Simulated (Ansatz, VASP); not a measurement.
# Te (Tellurium) in two plane-wave programs, part 2 of 2

Wanted: the spread between two codes on one cell, functional and k mesh. The cell is taken from a series of runs on this material, whose earlier steps may have relaxed, scaled, displaced or heated it; both programs get it as it stands.

VASP 6.6.1 and Ansatz 0.2.0.

So far: The starting structure; Ansatz: zone-centre phonons, LDA.

### Step 3. VASP: zone-centre phonons, LDA

Level of this step: LDA; plane waves and PAW (Te) (VASP).

The same cell, functional (in two slightly different forms), mesh and smearing now go to VASP, with its own data sets.

Lines of VASP's logs that name or quote its potential files are left out, and so is its time.

INCAR reads:

```
SYSTEM = Te
PREC = Accurate
ENCUT = 500
EDIFF = 1E-08
NELM = 120
ISMEAR = 1
SIGMA = 0.2
LREAL = .FALSE.
ALGO = Normal
GGA = CA
NBANDS = 15
LORBIT = 11
LWAVE = .FALSE.
LCHARG = .FALSE.
ISIF = 2
IBRION = 8
LASPH = .TRUE.
GGA_COMPAT = .FALSE.
KPAR = 2
```

POSCAR reads:

```
Te
1.0
    4.0577052266      0.0000000000      0.0000000000
   -2.0288526133      3.5140758074      0.0000000000
    0.0000000000      0.0000000000      5.9298085840
Te
3
Direct
    0.3031933261      0.0000000000      0.3333333333
    0.0000000000      0.3031933261      0.6666666667
    0.6968066739      0.6968066739      0.0000000000
```

KPOINTS reads:

```
Automatic mesh
0
Gamma
12 12 8
0 0 0
```

PAW data sets: Te (LDA family, release 64).

The run is started by

```
mpirun -np 2 vasp_std
```

Numbers of over 12 decimals in the logs are rounded to 6 here.

Log:

```text
[banner, memory and clock lines left out]
running    2 mpi-ranks, on    1 nodes
 distrk:  each k-point on    1 cores,    2 groups
 distr:  one band on    1 cores,    1 groups

 POSCAR found type information on POSCAR Te
 POSCAR found :  1 types and       3 ions
 LDA part: xc-table for (Slater(with rela. corr.)+CA(PZ))
 , standard interpolation
 POSCAR, INCAR and KPOINTS ok, starting setup
 FFT: planning ... GRIDC
 FFT: planning ... GRID_SOFT
 FFT: planning ... GRID
 WAVECAR not read
 entering main loop
       N       E                     dE             d eps       ncg     rms          rms(c)
DAV:   1     0.734644113312E+02    0.73464E+02   -0.65803E+03  3930   0.952E+02
DAV:   2    -0.658723719907E+01   -0.80052E+02   -0.76343E+02  5349   0.145E+02
DAV:   3    -0.112173659372E+02   -0.46301E+01   -0.46011E+01  4721   0.396E+01
DAV:   4    -0.112894560326E+02   -0.72090E-01   -0.72072E-01  5312   0.590E+00
DAV:   5    -0.112910835308E+02   -0.16275E-02   -0.16275E-02  5045   0.836E-01    0.159E+01
DAV:   6    -0.112752922384E+02    0.15791E-01   -0.69037E-03  4973   0.495E-01    0.977E+00
DAV:   7    -0.112683900549E+02    0.69022E-02   -0.12560E-02  4588   0.639E-01    0.174E-01
DAV:   8    -0.112682232791E+02    0.16678E-03   -0.15298E-03  4658   0.235E-01    0.881E-02
DAV:   9    -0.112682242359E+02   -0.95675E-06   -0.53303E-05  5581   0.469E-02    0.640E-02
DAV:  10    -0.112682230881E+02    0.11478E-05   -0.40378E-06  4749   0.121E-02    0.708E-03
DAV:  11    -0.112682227742E+02    0.31386E-06   -0.11979E-06  5036   0.648E-03    0.342E-03
DAV:  12    -0.112682227934E+02   -0.19147E-07   -0.19299E-07  5071   0.245E-03    0.163E-03
DAV:  13    -0.112682227964E+02   -0.29856E-08   -0.12796E-08  3323   0.693E-04
   1 F= -.11268223E+02 E0= -.11269833E+02  d E =0.483189E-02
 Linear response reoptimize wavefunctions to high precision
DAV:   1    -0.112682227955E+02    0.85060E-09   -0.38382E-09  4565   0.389E-04
DAV:   2    -0.112682227956E+02   -0.45702E-10   -0.48060E-10  2784   0.144E-04
 Linear response DOF=           3
 Linear response progress:
  Degree of freedom:   1/  3
       N       E                     dE             d eps       ncg     rms          rms(c)
RMM:   1    -0.458419358978E-01   -0.45842E-01    0.30271E-02 22241   0.108E+00
RMM:   2    -0.442678399845E-01    0.15741E-02   -0.24193E-03 14987   0.286E-01    0.105E-01
RMM:   3    -0.442181724820E-01    0.49668E-04   -0.82940E-05 15737   0.586E-02    0.714E-02
RMM:   4    -0.441991984400E-01    0.18974E-04   -0.24721E-05 16027   0.258E-02    0.106E-02
RMM:   5    -0.442086061511E-01   -0.94077E-05   -0.77580E-07 16159   0.545E-03    0.537E-03
RMM:   6    -0.442156332230E-01   -0.70271E-05   -0.30970E-07 15944   0.233E-03    0.906E-04
RMM:   7    -0.442145116999E-01    0.11215E-05    0.55327E-08 16543   0.588E-04    0.382E-04
RMM:   8    -0.442135808780E-01    0.93082E-06    0.14799E-07 16075   0.220E-04    0.936E-05
RMM:   9    -0.442137313105E-01   -0.15043E-06   -0.13876E-07 16810   0.565E-05    0.509E-05
RMM:  10    -0.442137402952E-01   -0.89848E-08   -0.10215E-08 16846   0.191E-05    0.190E-05
 first order change of Fermi-energy   0.34475E+00
 force on displaced ion       1 direction 1 :  -2.111   0.000   0.000
 Linear response progress:
  Degree of freedom:   2/  3
       N       E                     dE             d eps       ncg     rms          rms(c)
RMM:   1    -0.467806787276E-01   -0.46781E-01    0.23794E-02 40626   0.108E+00
RMM:   2    -0.450887777517E-01    0.16919E-02   -0.24981E-03 27253   0.285E-01    0.857E-02
RMM:   3    -0.449838063516E-01    0.10497E-03   -0.10396E-04 28509   0.610E-02    0.578E-02
RMM:   4    -0.449364920950E-01    0.47314E-04   -0.36206E-05 29025   0.288E-02    0.133E-02
RMM:   5    -0.449487617848E-01   -0.12270E-04   -0.12758E-06 29323   0.597E-03    0.731E-03
RMM:   6    -0.449582984774E-01   -0.95367E-05   -0.24708E-07 28932   0.217E-03    0.100E-03
RMM:   7    -0.449575517921E-01    0.74669E-06    0.33107E-08 30160   0.502E-04    0.558E-04
RMM:   8    -0.449569676294E-01    0.58416E-06    0.10847E-07 30095   0.187E-04    0.718E-05
RMM:   9    -0.449570693013E-01   -0.10167E-06   -0.14111E-07 30634   0.466E-05    0.222E-05
RMM:  10    -0.449570526916E-01    0.16610E-07   -0.27740E-08 30584   0.169E-05    0.631E-06
RMM:  11    -0.449570630004E-01   -0.10309E-07   -0.30637E-08 30403   0.813E-06    0.537E-06
RMM:  12    -0.449570647699E-01   -0.17695E-08   -0.84205E-10 25657   0.471E-06    0.476E-07
 first order change of Fermi-energy   0.52757E-04
 force on displaced ion       1 direction 2 :  -0.003  -2.166   0.024
 Linear response progress:
  Degree of freedom:   3/  3
       N       E                     dE             d eps       ncg     rms          rms(c)
RMM:   1    -0.608876583032E-01   -0.60888E-01    0.45171E-02 43406   0.113E+00
RMM:   2    -0.575851437603E-01    0.33025E-02   -0.33006E-03 27488   0.321E-01    0.335E-01
RMM:   3    -0.572213067450E-01    0.36384E-03   -0.88347E-04 28325   0.117E-01    0.226E-01
RMM:   4    -0.571932517913E-01    0.28055E-04   -0.21005E-05 28658   0.276E-02    0.112E-01
RMM:   5    -0.572055829019E-01   -0.12331E-04   -0.38994E-06 29547   0.123E-02    0.420E-03
RMM:   6    -0.572094437565E-01   -0.38609E-05    0.17877E-08 29636   0.255E-03    0.263E-03
RMM:   7    -0.572126440455E-01   -0.32003E-05   -0.13518E-07 29864   0.107E-03    0.416E-04
RMM:   8    -0.572123315558E-01    0.31249E-06    0.40319E-07 30236   0.303E-04    0.209E-04
RMM:   9    -0.572124492676E-01   -0.11771E-06   -0.14081E-07 30570   0.842E-05    0.430E-05
RMM:  10    -0.572125374600E-01   -0.88192E-07   -0.13085E-07 30965   0.261E-05    0.115E-05
RMM:  11    -0.572125494446E-01   -0.11985E-07    0.58297E-09 30889   0.998E-06    0.199E-06
RMM:  12    -0.572125471498E-01    0.22948E-08   -0.41496E-09 29932   0.512E-06    0.807E-07
 first order change of Fermi-energy   0.28771E-04
 force on displaced ion       1 direction 3 :  -0.001   0.023  -5.323
 Linear response finished
```

From OUTCAR (step 3):

```text
ion  position               nearest neighbor table
   1  0.303  0.000  0.333-   3 2.91   2 2.91   3 3.15   3 3.15   2 3.15   2 3.15
   2  0.000  0.303  0.667-   3 2.91   1 2.91   3 3.15   3 3.15   1 3.15   1 3.15
   3  0.697  0.697  0.000-   1 2.91   2 2.91   1 3.15   2 3.15   2 3.15   1 3.15

  LATTYP: Found a hexagonal cell.
 ALAT       =     4.0577052266
 C/A-ratio  =     1.4613699746

 Subroutine GETGRP returns: Found  6 space group operations
 (whereof  2 operations were pure point group operations)

The static configuration has the point symmetry C_2 .
 The point group associated with its full space group is D_3 .

 Found    131 irreducible k-points:

   k-points           NKPTS =    131   k-points in BZ     NKDIM =    131   number of bands    NBANDS=     15

   dimension x,y,z NGX =    30 NGY =   30 NGZ =   48
   dimension x,y,z NGXF=    60 NGYF=   60 NGZF=   96

   ENCUT  =  500.0 eV  36.75 Ry    6.06 a.u.   7.40  7.40 10.81*2*pi/ulx,y,z

   NELECT =      18.0000    total number of electrons

 k-points in reciprocal lattice and weights: Automatic mesh
   0.00000000  0.00000000  0.00000000       0.001
   0.08333333  0.00000000  0.00000000       0.005
   0.16666667 -0.00000000  0.00000000       0.005
   0.25000000 -0.00000000  0.00000000       0.005
   0.33333333  0.00000000  0.00000000       0.005
   0.41666667 -0.00000000  0.00000000       0.005
   0.50000000 -0.00000000  0.00000000       0.003
   0.08333333  0.08333333  0.00000000       0.005
   0.16666667  0.08333333  0.00000000       0.010
[...]
0.33333333  0.25000000  0.50000000       0.010
   0.33333333  0.33333333  0.50000000       0.002

 average (electrostatic) potential at core
       1 -87.6171       2 -87.6171       3 -87.6171

  Total        2.9211587      2.9211587      2.9996299      0.0000000     -0.0000000      0.0000000
  in kB       55.3520148     55.3520148     56.8389379      0.0000000     -0.0000000      0.0000000
  external PRESSURE =      55.8476559 kB  Pullay stress =       0.0000000 kB

  energy-cutoff  :      500.00
  volume of cell :       84.55
      direct lattice vectors                 reciprocal lattice vectors
     4.057705227  0.000000000  0.000000000     0.246444713  0.142284921  0.000000000
    -2.028852613  3.514075807  0.000000000     0.000000000  0.284569843  0.000000000
     0.000000000  0.000000000  5.929808584     0.000000000  0.000000000  0.168639508

 POSITION                                       TOTAL-FORCE (eV/Angst)
 -----------------------------------------------------------------------------------
      1.23027      0.00000      1.97660         0.019330     -0.000000      0.000000
     -0.61513      1.06544      3.95321        -0.009665      0.016740     -0.000000
      1.41372      2.44863      0.00000        -0.009665     -0.016740      0.000000
 -----------------------------------------------------------------------------------
    total drift:                                0.000000      0.000000      0.000000

 Eigenvectors and eigenvalues of the dynamical matrix
 ----------------------------------------------------

   1 f  =    3.910835 THz    24.572504 2PiTHz  130.451428 cm-1    16.173908 meV
             X         Y         Z           dx          dy          dz
      1.230269  0.000000  1.976603     0.002810   -0.004863    0.705459
     -0.615135  1.065444  3.953206    -0.005617   -0.000042   -0.708677
      1.413718  2.448631  0.000000     0.002772    0.004845    0.003217

   2 f  =    3.910835 THz    24.572504 2PiTHz  130.451428 cm-1    16.173908 meV
             X         Y         Z           dx          dy          dz
      1.230269  0.000000  1.976603    -0.004823   -0.002834    0.411012
     -0.615135  1.065444  3.953206    -0.000002    0.005593    0.405440
      1.413718  2.448631  0.000000     0.004886   -0.002795   -0.816452

   3 f  =    2.674037 THz    16.801470 2PiTHz   89.196271 cm-1    11.058923 meV
             X         Y         Z           dx          dy          dz
      1.230269  0.000000  1.976603    -0.000000   -0.577350   -0.000182
     -0.615135  1.065444  3.953206     0.500000    0.288675   -0.000182
      1.413718  2.448631  0.000000    -0.500000    0.288675   -0.000182

   4 f  =    2.612567 THz    16.415240 2PiTHz   87.145839 cm-1    10.804702 meV
             X         Y         Z           dx          dy          dz
      1.230269  0.000000  1.976603     0.577350   -0.000000    0.000000
     -0.615135  1.065444  3.953206    -0.288675    0.500000   -0.000000
      1.413718  2.448631  0.000000    -0.288675   -0.500000    0.000000

   5 f  =    2.302063 THz    14.464286 2PiTHz   76.788543 cm-1     9.520562 meV
             X         Y         Z           dx          dy          dz
      1.230269  0.000000  1.976603    -0.319829    0.480521    0.006601
     -0.615135  1.065444  3.953206     0.576030    0.036289   -0.007102
      1.413718  2.448631  0.000000    -0.256615   -0.517432    0.000501

   6 f  =    2.302063 THz    14.464286 2PiTHz   76.788543 cm-1     9.520562 meV
             X         Y         Z           dx          dy          dz
      1.230269  0.000000  1.976603     0.480935    0.319553    0.004389
     -0.615135  1.065444  3.953206     0.036704   -0.576306    0.003522
      1.413718  2.448631  0.000000    -0.517017    0.256339   -0.007911

   7 f/i=    0.000842 THz     0.005291 2PiTHz    0.028090 cm-1     0.003483 meV
             X         Y         Z           dx          dy          dz
      1.230269  0.000000  1.976603    -0.000000    0.000182   -0.577350
     -0.615135  1.065444  3.953206    -0.000157   -0.000091   -0.577350
      1.413718  2.448631  0.000000     0.000157   -0.000091   -0.577350

   8 f/i=    0.001005 THz     0.006316 2PiTHz    0.033531 cm-1     0.004157 meV
             X         Y         Z           dx          dy          dz
      1.230269  0.000000  1.976603    -0.530846   -0.226578   -0.000014
     -0.615135  1.065444  3.953206    -0.531273   -0.226630    0.000036
      1.413718  2.448631  0.000000    -0.531104   -0.226233   -0.000022

   9 f/i=    0.001005 THz     0.006316 2PiTHz    0.033531 cm-1     0.004157 meV
             X         Y         Z           dx          dy          dz
      1.230269  0.000000  1.976603    -0.226383    0.531303    0.000034
     -0.615135  1.065444  3.953206    -0.226331    0.530876   -0.000004
      1.413718  2.448631  0.000000    -0.226727    0.531044   -0.000029

 ELASTIC MODULI CONTR FROM IONIC RELAXATION (kBar)
 Direction    XX          YY          ZZ          XY          YZ          ZX
 --------------------------------------------------------------------------------
 XX        -139.5085    -51.3657    -93.1676     -0.0000    -69.2599     -0.0000
 YY         -51.3657   -139.5085    -93.1676      0.0000     69.2599      0.0000
 ZZ         -93.1676    -93.1676    -90.9521      0.0000      0.0000     -0.0000
 XY          -0.0000      0.0000     -0.0000    -44.1724     -0.0000    -69.1701
 YZ         -69.2599     69.2599      0.0000     -0.0000   -110.0452     -0.0000
 ZX          -0.0000      0.0000     -0.0000    -69.1701     -0.0000   -109.3558
 --------------------------------------------------------------------------------
```

### Step 4. Differences

Known differences besides the potentials themselves: the two LDA forms differ slightly; the data sets hold 48 valence electrons in Ansatz (on its PAW soft_1 files) and 18 in VASP; the cutoff is 420 eV in Ansatz and 500 eV in VASP; VASP's log shows a relativistic correction to its local exchange, Ansatz's none. Total energies have different zeros and are not compared.

The two programs side by side:

| quantity | Ansatz | VASP | difference |
| --- | --- | --- | --- |
| optical mode 1 to 2 (cm⁻¹) | 74.8 | 76.8 | -2.58 % |
| optical mode 3 (cm⁻¹) | 85.0 | 87.1 | -2.42 % |
| optical mode 4 (cm⁻¹) | 87.6 | 89.2 | -1.74 % |
| optical mode 5 to 6 (cm⁻¹) | 128.3 | 130.5 | -1.67 % |

Modes are paired by rising frequency, not by their patterns, so a pair may set unlike modes beside each other; they are those without the splitting of longitudinal modes.

### Step 5. Summary of results

* r.m.s. difference of the optical zone-centre modes, each program's sorted by frequency (zone-centre phonons, LDA): 2.0 cm⁻¹
* difference in optical mode 1 to 2 (zone-centre phonons, LDA): -2.6 %

The r.m.s. difference of the optical zone-centre modes, each program's sorted by frequency is 2.0 cm⁻¹ (zone-centre phonons, LDA). The data sets hold unlike numbers of valence electrons (48 in Ansatz and 18 in VASP), so part of the differences comes from the potentials. Among the rows given in per cent, the largest difference of the zone-centre phonons, LDA pair is in optical mode 1 to 2, -2.6 %. Such differences can come from data sets, numerical settings and the points named under the comparisons, not from the functional's error against experiment.

[Lines on the potential files, build, host, timing and source positions are cut from VASP's logs without a mark.]

[Logs are printed without paths, hosts, clocks, repeated set-up lines and the standing remarks that a program may print on its own settings, such as how far it seeks lower states.]

[Hosts, paths, dates, database ids (printed as entryN), source tags and the programs' standing remarks are cut or masked in the printed files.]
